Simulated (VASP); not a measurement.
Calculation: PBE GGA, VASP's PBE PAW potentials (set 64) (plane waves; VASP).

Input for VASP

**KPOINTS**
```
Regular mesh
0
G
 5 5 1
0 0 0
```

INCAR:
```
! general
SYSTEM   =  Zr16S
PREC     =  Normal
ENCUT    =  400   ! plane-wave cut-off (eV)
LREAL    =  .False.
LASPH    =  .True.

! electronic loop
EDIFF    =  1E-6   ! SCF stop (eV)
NELM     =  100
NELMIN   =  4
ALGO     =  Normal   ! blocked Davidson
LMAXMIX  =  4

! smearing
ISMEAR   =  1
SIGMA    =  0.1   ! width (eV)

! functional
GGA      =  PE

! output
LWAVE    =  .False.
LCHARG   =  .False.
LORBIT   =  11   ! lm-projected
LVHAR    =  .True.

! other
LDIPOL   =  .True.
IDIPOL   =  3
DIPOL    =  0.5 0.5 0.5
```

**POSCAR**
```
Zr16S
1
    6.4596472807     0.0000000000     0.0000000000
    3.2298236403     5.5942185361     0.0000000000
    0.0000000000     0.0000000000    21.8588014094
Zr S
16 1
Direct
  0.8250334571   0.3347597835   0.3271065208
  0.3402057593   0.3347597835   0.3271065208
  0.8275019832   0.8449950337   0.3261108117
  0.3327982282   0.8344025435   0.3308659196
  0.9983479570   0.0027355921   0.4395501830
  0.4989164510   0.0027355921   0.4395501830
  0.9992789148   0.5014421705   0.4331169648
  0.4992381681   0.5015236638   0.4416875674
  0.8202124694   0.3482213053   0.5601715386
  0.3315652253   0.3482213053   0.5601715386
  0.8217972151   0.8564045698   0.5579526897
  0.3246175718   0.8507638562   0.5676045553
  0.9932836963   0.0094750651   0.6791493948
  0.4972412386   0.0094750651   0.6791493948
  0.9920402715   0.5159194570   0.6635566823
  0.4918351973   0.5163296052   0.6814350858
  0.3227501960   0.8544996079   0.7601674492
```

POTCAR, in this order: Zr_sv S (PBE.64 set). Program: vasp_std. Read from the step before: WAVECAR.

The run wrote:

### OUTCAR
```
 ion  position               nearest neighbor table
   1  0.825  0.335  0.327-   7 3.00   5 3.08   8 3.10   2 3.13   3 3.16   4 3.20   4 3.26   3 3.30
                             2 3.33
   2  0.340  0.335  0.327-   7 3.00   6 3.08   8 3.10   1 3.13   3 3.16   4 3.20   4 3.26   3 3.30
                             1 3.33
   3  0.828  0.845  0.326-   7 3.03   6 3.09   5 3.09   1 3.16   2 3.16   4 3.23   4 3.23   2 3.30
                             1 3.30
   4  0.333  0.834  0.331-   5 3.02   6 3.02   8 3.06   2 3.20   1 3.20   3 3.23   3 3.23   2 3.26
                             1 3.26
   5  0.998  0.003  0.440-   4 3.02   1 3.08   3 3.09  11 3.16   8 3.22   6 3.23   7 3.23   6 3.23
                             8 3.24   7 3.24   9 3.27  12 3.34
   6  0.499  0.003  0.440-   4 3.02   2 3.08   3 3.09  11 3.16   8 3.22   5 3.23   7 3.23   5 3.23
                             8 3.24   7 3.24  10 3.27  12 3.34
   7  0.999  0.501  0.433-   2 3.00   1 3.00   3 3.03   5 3.23   6 3.23   8 3.24   8 3.24   5 3.24
                             6 3.24  10 3.34   9 3.34  11 3.37
   8  0.499  0.502  0.442-   4 3.06   1 3.10   2 3.10   9 3.15  10 3.15   6 3.22   5 3.22   7 3.24
                             7 3.24   5 3.24   6 3.24  12 3.38
   9  0.820  0.348  0.560-  15 2.95   8 3.15  10 3.16  11 3.17  13 3.22  16 3.23  12 3.23  12 3.24
                             5 3.27  11 3.29  10 3.30   7 3.34
  10  0.332  0.348  0.560-  15 2.95   8 3.15   9 3.16  11 3.17  14 3.22  16 3.23  12 3.23  12 3.24
                             6 3.27  11 3.29   9 3.30   7 3.34
  11  0.822  0.856  0.558-  15 2.99   6 3.16   5 3.16   9 3.17  10 3.17  14 3.21  13 3.21  12 3.24
                            12 3.24   9 3.29  10 3.29   7 3.37
  12  0.325  0.851  0.568-  13 3.06  14 3.06  16 3.11  10 3.23   9 3.23  11 3.24  11 3.24   9 3.24
                            10 3.24   5 3.34   6 3.34   8 3.38
  13  0.993  0.009  0.679-  17 2.56  12 3.06  16 3.20  14 3.20  15 3.21  11 3.21   9 3.22  14 3.26
                            16 3.26  15 3.29
  14  0.497  0.009  0.679-  17 2.56  12 3.06  16 3.20  13 3.20  15 3.21  11 3.21  10 3.22  13 3.26
                            16 3.26  15 3.29
  15  0.992  0.516  0.664-  10 2.95   9 2.95  11 2.99  13 3.21  14 3.21  16 3.25  16 3.25  13 3.29
                            14 3.29
  16  0.492  0.516  0.681-  17 2.56  12 3.11  13 3.20  14 3.20   9 3.23  10 3.23  15 3.25  15 3.25
                            14 3.26  13 3.26
  17  0.323  0.854  0.760-  13 2.56  14 2.56  16 2.56
  LATTYP: Found a hexagonal cell.
 ALAT       =     6.4596471867
 C/A-ratio  =     3.3839002004
 Subroutine PRICEL returns:
 Original cell was already a primitive cell.
 Subroutine GETGRP returns: Found  2 space group operations
The static configuration has the point symmetry C_1 .
 The point group associated with its full space group is C_1h.
The dynamic configuration has the point symmetry C_1 .
 Subroutine INISYM returns: Found  2 space group operations
 Subroutine IBZKPT returns following result:
 Found      9 irreducible k-points:

 Following reciprocal coordinates:
            Coordinates               Weight
  0.000000  0.000000  0.000000      1.000000
  0.200000  0.000000  0.000000      4.000000
  0.000000  0.200000  0.000000      2.000000
  0.400000 -0.000000  0.000000      4.000000
  0.000000  0.400000  0.000000      2.000000
  0.400000  0.200000  0.000000      2.000000
  0.200000  0.400000  0.000000      4.000000
 -0.400000  0.200000  0.000000      4.000000
 -0.200000  0.400000  0.000000      2.000000
   k-points           NKPTS =      9   k-points in BZ     NKDIM =      9   number of bands    NBANDS=    118
   number of dos      NEDOS =    301   number of ions     NIONS =     17
   total plane-waves  NPLWV = 110592
   dimension x,y,z NGX =    32 NGY =   32 NGZ =  108
   dimension x,y,z NGXF=    64 NGYF=   64 NGZF=  216
   ions per type =              16   1
   PREC   = normal    normal or accurate (medium, high low for compatibility)
   ISTART =      1    job   : 0-new  1-cont  2-samecut
   ICHARG =      0    charge: 1-file 2-atom 10-const
   ISPIN  =      1    spin polarized calculation?
   LNONCOLLINEAR =      F non collinear calculations
   LSORBIT =      F    spin-orbit coupling
   INIWAV =      1    electr: 0-lowe 1-rand  2-diag
   ENCUT  =  400.0 eV  29.40 Ry    5.42 a.u.  10.53 10.53 35.65*2*pi/ulx,y,z
   NELM   =    100;   NELMIN=  4; NELMDL=  0     # of ELM steps
   EDIFF  = 0.1E-05   stopping-criterion for ELM
   LREAL  =      F    real-space projection
...
```

### OSZICAR
```
       N       E                     dE             d eps       ncg     rms          rms(c)
DAV:   1    -0.136654962928E+03   -0.13665E+03   -0.11151E-01  3416   0.663E-01    0.711E-01
DAV:   2    -0.141625186910E+03   -0.49702E+01   -0.17523E+01  3524   0.105E+01    0.927E+00
DAV:   3    -0.136576705712E+03    0.50485E+01   -0.10704E+01  3104   0.604E+00    0.729E-01
DAV:   4    -0.136629665025E+03   -0.52959E-01   -0.66760E-01  2960   0.110E+00    0.144E-01
DAV:   5    -0.136631850435E+03   -0.21854E-02   -0.27489E-02  3080   0.332E-01    0.711E-02
DAV:   6    -0.136631968504E+03   -0.11807E-03   -0.37005E-03  3056   0.160E-01    0.714E-02
DAV:   7    -0.136631889521E+03    0.78983E-04   -0.40058E-04  3152   0.539E-02    0.448E-02
DAV:   8    -0.136631882600E+03    0.69217E-05   -0.71220E-05  2944   0.277E-02    0.307E-02
DAV:   9    -0.136631873943E+03    0.86563E-05   -0.41468E-05  2824   0.237E-02    0.144E-02
DAV:  10    -0.136631871843E+03    0.20999E-05   -0.12820E-05  2272   0.104E-02    0.770E-03
DAV:  11    -0.136631872426E+03   -0.58299E-06   -0.32450E-06  1880   0.610E-03
   1 F= -.13663187E+03 E0= -.13663031E+03  d E =-.468134E-02
```

**OUTCAR**
```
------------------------ aborting loop because EDIFF is reached ----------------------------------------
  FORCE on cell =-STRESS in cart. coord.  units (eV):
  Direction    XX          YY          ZZ          XY          YZ          ZX
  --------------------------------------------------------------------------------------
  Total       -2.4811219     -4.2519823     -0.5749962      0.0000000     -0.3236241      0.0000000
  in kB       -5.0325038     -8.6243715     -1.1662751      0.0000000     -0.6564125      0.0000000
  external PRESSURE =      -4.9410501 kB  Pullay stress =       0.0000000 kB
  volume of cell :      789.90
      direct lattice vectors                 reciprocal lattice vectors
     6.459647281  0.000000000  0.000000000     0.154807214 -0.089377989  0.000000000
     3.229823640  5.594218536  0.000000000     0.000000000  0.178755977  0.000000000
     0.000000000  0.000000000 21.858801409     0.000000000  0.000000000  0.045748163
 POSITION                                       TOTAL-FORCE (eV/Angst)
 -----------------------------------------------------------------------------------
      6.41064      1.87272      7.15016        -0.010634     -0.000688     -0.001056
      3.27882      1.87272      7.15016         0.010634     -0.000688     -0.001056
      8.07456      4.72709      7.12839        -0.000000      0.009224     -0.008238
      4.84473      4.66783      7.23233        -0.000000      0.027744     -0.008387
      6.45781      0.01530      9.60804        -0.006431      0.000885      0.011089
      3.23166      0.01530      9.60804         0.006431      0.000885      0.011089
      8.07456      2.80518      9.46742        -0.000000      0.010859      0.018520
      4.84474      2.80563      9.65476        -0.000000      0.014996     -0.017900
      6.42298      1.94803     12.24468        -0.006519     -0.008697     -0.017144
      3.26649      1.94803     12.24468         0.006519     -0.008697     -0.017144
      8.07456      4.79091     12.19618         0.000000     -0.003799      0.005180
      4.84473      4.75936     12.40716         0.000000     -0.017526     -0.000482
      6.44687      0.05301     14.84539        -0.002926      0.002499      0.006119
      3.24261      0.05301     14.84539         0.002926      0.002499      0.006119
      8.07456      2.88617     14.50455         0.000000     -0.015085      0.014402
      4.84474      2.88846     14.89535         0.000000     -0.009510      0.024164
      4.84474      4.78026     16.61635         0.000000     -0.004901     -0.025274
 -----------------------------------------------------------------------------------
    total drift:                                0.046453     -0.000703     -0.000059
  FREE ENERGIE OF THE ION-ELECTRON SYSTEM (eV)
  ---------------------------------------------------
  free  energy   TOTEN  =      -136.6318724264 eV

  energy  without entropy=     -136.6271910855  energy(sigma->0) =     -136.63031198

 total charge

# of ion       s       p       d       tot
------------------------------------------
    1        2.247   5.932   1.646   9.825
    2        2.247   5.932   1.646   9.825
    3        2.248   5.932   1.641   9.820
    4        2.245   5.935   1.643   9.823
    5        2.235   5.963   1.635   9.833
    6        2.235   5.963   1.635   9.833
    7        2.233   5.960   1.650   9.843
    8        2.235   5.963   1.634   9.832
    9        2.234   5.960   1.633   9.827
   10        2.234   5.960   1.633   9.827
   11        2.234   5.962   1.631   9.827
   12        2.228   5.964   1.613   9.805
   13        2.224   5.952   1.629   9.805
   14        2.224   5.952   1.629   9.805
   15        2.243   5.932   1.696   9.871
   16        2.223   5.952   1.618   9.793
   17        1.343   2.398   0.000   3.740
--------------------------------------------------
tot         37.112  97.611  26.213 160.935
```
(Selected blocks of OUTCAR.)

The cell is a thin slab with vacuum, built from Zr (hcp): (001) face, S adsorbed.
